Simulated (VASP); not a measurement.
The input files of a VASP run:

POSCAR:
```
C
1
    2.4476901614     0.0000000000     0.0000000000
   -1.2238450807     2.1197620374     0.0000000000
    0.0000000000     0.0000000000     6.6003321122
C
4
Direct
  0.0000000000   0.0000000000   0.2500000000
  0.0000000000   0.0000000000   0.7500000000
  0.3333330000   0.6666670000   0.2500000000
  0.6666670000   0.3333330000   0.7500000000
```

### KPOINTS
```
Automatic mesh
0
Gamma
13 13 4
0 0 0
```

**INCAR**
```
SYSTEM = C
PREC = Accurate
ENCUT = 520
EDIFF = 1E-6
NELM = 100
ALGO = Normal
LREAL = .FALSE.
LASPH = .TRUE.
ISMEAR = 1
SIGMA = 0.1
LWAVE = .FALSE.
LCHARG = .FALSE.
IBRION = 2
ISIF = 3
NSW = 60
EDIFFG = -0.02
```

POTCAR, in this order: C (LDA.64 set). Program: vasp_std.

**Question.** Translate this LDA calculation to Quantum ESPRESSO's pw.x.

**Answer.** One equivalent input (not run):
```
&CONTROL
  calculation = 'vc-relax'
  pseudo_dir = './pseudo'
  outdir = './out'
  tprnfor = .true.
  tstress = .true.
  nstep = 60
  forc_conv_thr = 0.00078
/
&SYSTEM
  ibrav = 0
  nat = 4
  ntyp = 1
  ecutwfc = 82
  occupations = 'smearing'
  smearing = 'methfessel-paxton'
  degauss = 0.00735
  input_dft = 'pz'
/
&ELECTRONS
  conv_thr = 7.3e-08
  electron_maxstep = 100
/
&IONS
/
&CELL
/
ATOMIC_SPECIES
  C 12.011 C.upf
CELL_PARAMETERS angstrom
     2.4476902    0.0000000    0.0000000
    -1.2238451    2.1197620    0.0000000
     0.0000000    0.0000000    6.6003321
ATOMIC_POSITIONS crystal
  C    0.0000000  0.0000000  0.2500000
  C    0.0000000  0.0000000  0.7500000
  C    0.3333330  0.6666670  0.2500000
  C    0.6666670  0.3333330  0.7500000
K_POINTS automatic
  13 13 4 0 0 0
```
Limits of the translation: the potentials are each code's own (VASP's PAW set, PseudoDojo norm-conserving files in pw.x), so ENCUT and ecutwfc are chosen apart and not converted; conv_thr bounds pw.x's estimated SCF error, while EDIFF bounds the energy change between steps; forc_conv_thr acts on force components and is met together with etot_conv_thr.

The structure comes from a computed database's C entry (P6_3/mmc); how it stands against other phases isn't given here. It was relaxed first, which changed the volume by -17 %. The start is the result of an earlier pass.
